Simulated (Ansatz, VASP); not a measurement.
## CsLiCr2Te2S3 in VASP and in Ansatz

File INCAR:

```
PREC     = Accurate       # precision mode
ENCUT    = 520            # plane-wave cutoff, eV
EDIFF    = 1E-7           # SCF threshold, eV
ISMEAR   = -1             # smearing method
SIGMA    = 0.05           # smearing width, eV
LREAL    = False          # projectors in reciprocal space
LASPH    = True           # aspherical terms in the spheres
NELM     = 100            # most SCF steps
ALGO     = Normal         # electronic algorithm
ISIF     = 2              # what is computed and relaxed
LWAVE    = False          # write WAVECAR
LCHARG   = False          # write CHGCAR
ISPIN    = 2              # spin polarisation
MAGMOM   = 0 0 3 3 0 0 0 0 0 # initial moments
LORBIT   = 11             # projections on sites
LMAXMIX  = 4              # l up to which the mixer works
GGA      = PE             # functional
NBANDS   = 47             # bands
KPAR     = 4
```

Contents of KPOINTS:

```
regular mesh
0
Gamma
  7 7 4
```

The input POSCAR:

```
CsLiCr2Te2S3
1.0
    7.2406651030     -2.0902065543      0.0176010702
    7.2406651030      2.0902065543      0.0176010702
   -2.5161484810      0.0000000000      7.2321327558
Cs Li Cr Te S
1 1 2 2 3
Direct
    0.5000000000      0.5000000000      0.0000000000
    0.0000000000      0.0000000000      0.5000000000
    0.3287000000      0.3287000000      0.4330000000
    0.6713000000      0.6713000000      0.5670000000
    0.8067200000      0.8067200000      0.1742700000
    0.1932800000      0.1932800000      0.8257300000
    0.1635800000      0.1635800000      0.3971300000
    0.8364200000      0.8364200000      0.6028700000
    0.5000000000      0.5000000000      0.5000000000
```

File input.yaml:

```yaml
crystal:
  lattice:
    - [7.240665103, -2.0902065543, 0.0176010702]
    - [7.240665103, 2.0902065543, 0.0176010702]
    - [-2.516148481, 0.0, 7.2321327558]
  atoms:
    - { symbol: Cs, position: [0.5, 0.5, 0.0] }
    - { symbol: Li, position: [0.0, 0.0, 0.5] }
    - { symbol: Cr, position: [0.3287, 0.3287, 0.433], spin: 3.0 }
    - { symbol: Cr, position: [0.6713, 0.6713, 0.567], spin: 3.0 }
    - { symbol: Te, position: [0.80672, 0.80672, 0.17427] }
    - { symbol: Te, position: [0.19328, 0.19328, 0.82573] }
    - { symbol: S, position: [0.16358, 0.16358, 0.39713] }
    - { symbol: S, position: [0.83642, 0.83642, 0.60287] }
    - { symbol: S, position: [0.5, 0.5, 0.5] }
hamiltonian:
  xc: pbe
  pseudopotentials: { kind: paw }
magnetization:
  spin_polarized: true
kpoints:
  mp_grid: { grid: [7, 7, 4] }
scf:
  occupations: { method: fermi_dirac, width: 0.05 }
output:
  forces: true
  stress: true
  eigenvalues: true
  write_density: true
  write_potential: true
  elf: true
  volumetric_format: npy
```

Change from the starting cell: volume scaled by 0.98.

Alike in both runs: task single point; functional PBE; k mesh 7 × 7 × 4; occupations fermi-dirac, width 0.05 eV; collinear spin, ferromagnetic start.

|  | VASP | Ansatz |
| --- | --- | --- |
| version | VASP 6.6.1 | Ansatz 0.2.0 |
| potentials or method | VASP PAW PBE potentials, release 64 (Cs_sv, Li_sv, Cr_pv, Te, S) | Ansatz PAW |
| plane-wave cutoff (eV) | 520 | 420 |
| valence electrons in the cell | 66 | 90 |

|  | VASP | Ansatz | Ansatz less VASP |
| --- | --- | --- | --- |
| gap on the k mesh at the Fermi level (eV) | none | none | - |
| rms of the force components (eV/Å) | 0.042 | 0.041 | -0.0005 |
| net moment per atom (μB) | 0.58 | 0.58 | -0.002 |
| size of the moment on the site where the two differ most (μB) | 2.80 | 2.55 | -0.256 |

Site moments also hang on the region over which each program counts them. Atom by atom the forces differ by 0.003 eV/Å (rms over components). A gap of «none» marks a metal or a gap that the smearing closes. The two sets of potentials don't hold the same shells in valence.

Caveats: only a ferromagnetic start was run, and an antiferromagnetic order may lie lower in energy. Spin-orbit coupling is left out, which matters for the levels of Cs, Te.
